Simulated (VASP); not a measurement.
Consider the following.

```xyz
1
Lattice="0.0000 1.7842 1.7842 1.7842 0.0000 1.7842 1.7842 1.7842 0.0000" Properties=species:S:1:pos:R:3 pbc="T T T"
Cu     0.0000     0.0000     0.0000
```

Calculation: PBE GGA with D3 dispersion (zero damping), VASP's PBE PAW potentials (set 64) (plane waves; VASP 6.6.1). Run with 520 eV cut-off, Gaussian smearing of 0.050 eV, potentials Cu.

### Question
Give the energies of bands 1 to 7 at the high-symmetry points, in eV from the Fermi level.

### Answer

| band | Γ | X | U | L | W |
|---|---|---|---|---|---|
| 1 | -9.70 | -5.16 | -4.55 | -5.35 | -4.39 |
| 2 | -3.20 | -4.68 | -4.30 | -3.23 | -3.74 |
| 3 | -3.20 | -1.74 | -2.93 | -3.23 | -3.74 |
| 4 | -3.20 | -1.57 | -2.18 | -1.72 | -2.37 |
| 5 | -2.32 | -1.57 | -1.78 | -1.72 | -1.57 |
| 6 | -2.32 | 1.42 | 4.38 | -1.16 | 6.31 |
| 7 | 22.86 | 7.34 | 5.83 | 3.91 | 6.31 |

It has no gap at this level: it comes out as a metal or semimetal.

The compound is Cu in the fcc structure. It was relaxed first.
